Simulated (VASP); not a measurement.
```
TlBr
1.0
    4.20079     0.00000     0.00000
    0.00000     4.20079     0.00000
    0.00000     0.00000     4.20079
Tl Br
1 1
Direct
  0.00000   0.00000   0.00000
  0.50000   0.50000   0.50000
```

Computed with revPBE GGA, VASP's PBE PAW potentials (set 64) (plane waves; VASP 6.6.1). Settings: 520 eV cut-off, 6×6×6 Γ-centred mesh, Gaussian smearing of 0.050 eV, potentials Tl_d Br.

Unless said otherwise, spin-orbit coupling is left out, though it shifts the bands of the heavy elements here.

Problem. Predict the energy per atom (σ→0), band gap (on the k-mesh) with the smallest direct gap where there is one.

Solution. 
```yaml
band gap (on the k-mesh): 2.35 eV
smallest direct gap (on the k-mesh): 2.35 eV
energy per atom (σ→0): -2.527 eV/atom
```

Only differences to runs with the same potentials and settings are physical.

The compound is TlBr in the CsCl type structure. This cell is one point of a volume scan, at 1.03 of the reference volume.
